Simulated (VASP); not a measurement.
The input files of a VASP run:

**KPOINTS**
```
Automatic mesh
0
Gamma
10 10 10
0 0 0
```

File POSCAR:
```
CoAl
1
    2.8600000000     0.0000000000     0.0000000000
    0.0000000000     2.8600000000     0.0000000000
    0.0000000000     0.0000000000     2.8600000000
Al Co
1 1
Direct
  0.5000000000   0.5000000000   0.5000000000
  0.0000000000   0.0000000000   0.0000000000
```

INCAR:
```
SYSTEM = CoAl
PREC = Accurate
ENCUT = 400
EDIFF = 1E-6
NELM = 100
ALGO = Normal
LREAL = .FALSE.
LASPH = .TRUE.
ISMEAR = 1
SIGMA = 0.1
GGA = PE
LMAXMIX = 4
LWAVE = .FALSE.
LCHARG = .FALSE.
ISIF = 2
```

POTCAR, in this order: Al Co (PBE.64 set). Program: vasp_gam.

Output of the run:

**standard output**
```
 POSCAR found type information on POSCAR AlCo
 POSCAR found :  2 types and       2 ions
 Reading from existing POTCAR
 Reading from existing POTCAR
 LDA part: xc-table for (Slater+PW92), standard interpolation

 -----------------------------------------------------------------------------
|                                                                             |
|     EEEEEEE  RRRRRR   RRRRRR   OOOOOOO  RRRRRR      ###     ###     ###     |
|     E        R     R  R     R  O     O  R     R     ###     ###     ###     |
|     E        R     R  R     R  O     O  R     R     ###     ###     ###     |
|     EEEEE    RRRRRR   RRRRRR   O     O  RRRRRR       #       #       #      |
|     E        R   R    R   R    O     O  R   R                               |
|     E        R    R   R    R   O     O  R    R      ###     ###     ###     |
|     EEEEEEE  R     R  R     R  OOOOOOO  R     R     ###     ###     ###     |
|                                                                             |
|     You are using the Gamma-point-only version with more than one           |
|     k-point or some other non-Gamma k-point.                                |
|                                                                             |
|       ---->  I REFUSE TO CONTINUE WITH THIS SICK JOB ... BYE!!! <----       |
|                                                                             |
 -----------------------------------------------------------------------------
```

From input and log, find the fault in this run and mend it.

The cause: the Γ-only program was given a k-mesh. VASP stops with an error: You are using the Gamma-point-only version with more than one k-point or some other non-Gamma k-point. ----> I REFUSE TO CONTINUE WITH THIS SICK JOB ... BYE!!! <---- To mend it, run vasp_std.

The mended run (PBE GGA, plane waves, VASP's PBE PAW potentials (set 64)) converges, and its OSZICAR ends with
```
   1 F= -.11989494E+02 E0= -.11990035E+02  d E =0.162528E-02
```

The compound is CoAl in the CsCl type structure. The cell was not relaxed at this level. The run is not spin-polarised, so no magnetic state was tried.
